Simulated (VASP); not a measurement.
Here is the system:

```yaml
crystal:
  lattice:
    - [1.21312, -2.10118, 0.00000]
    - [1.21312, 2.10118, 0.00000]
    - [0.00000, 0.00000, 3.91030]
  atoms:
    - { symbol: Co, position: [0.33333, 0.66667, 0.25000], spin: 1.5 }
    - { symbol: Co, position: [0.66667, 0.33333, 0.75000], spin: 1.5 }
```

Computed with LDA (Ceperley-Alder, Perdew-Zunger), VASP's LDA PAW potentials (set 64) (plane waves; VASP). Run with 520 eV cut-off, Gaussian smearing of 0.050 eV, potentials Co.

### Question
Give the spin-up energies of bands 1 to 12 at the high-symmetry points, in eV from the Fermi level.

### Answer

```
band      Γ      M      K      A      L      H
----  -----  -----  -----  -----  -----  -----
1     -9.38  -5.05  -4.54  -7.00  -5.29  -3.99
2     -5.45  -4.99  -4.09  -7.00  -5.29  -3.99
3     -2.55  -4.71  -4.09  -2.93  -3.89  -3.87
4     -2.54  -2.73  -3.80  -2.93  -3.89  -3.87
5     -2.54  -2.57  -2.85  -2.62  -1.62  -2.97
6     -2.17  -2.45  -2.85  -2.62  -1.62  -2.97
7     -2.17  -2.07  -1.77  -2.62  -0.83  -1.73
8     -1.77  -0.35  -0.61  -2.62  -0.83  -1.73
9     -1.77  -0.21  -0.61  -0.84  -0.24  -0.44
10    -0.48  -0.17  -0.45  -0.84  -0.24  -0.44
11    -0.48   1.69   4.97  -0.84   1.82   6.27
12    -0.05   3.87   5.92  -0.84   1.82   6.27
```

### Question
Give the spin-down energies of bands 1 to 12 at the high-symmetry points, in eV from the Fermi level.

### Answer

```tsv
band	Γ	M	K	A	L	H
1	-9.20	-4.18	-3.44	-6.76	-4.39	-2.89
2	-4.59	-4.02	-3.14	-6.76	-4.39	-2.89
3	-1.19	-3.67	-3.14	-1.76	-2.71	-2.87
4	-1.19	-1.90	-2.91	-1.76	-2.71	-2.87
5	-1.18	-1.38	-1.60	-1.26	-0.19	-1.91
6	-0.77	-1.20	-1.60	-1.26	-0.19	-1.91
7	-0.77	-0.75	-0.43	-1.26	0.31	-0.31
8	-0.32	1.21	0.92	-1.26	0.31	-0.31
9	-0.32	1.37	0.92	0.69	1.33	1.11
10	0.12	1.40	1.10	0.69	1.33	1.11
11	1.07	2.81	5.76	0.69	2.49	6.96
12	1.07	4.78	6.68	0.69	2.49	6.96
```

It has no gap at this level: it comes out as a metal or semimetal.

The compound is Co in the hcp structure. It was relaxed first, which changed the volume by -10 %.
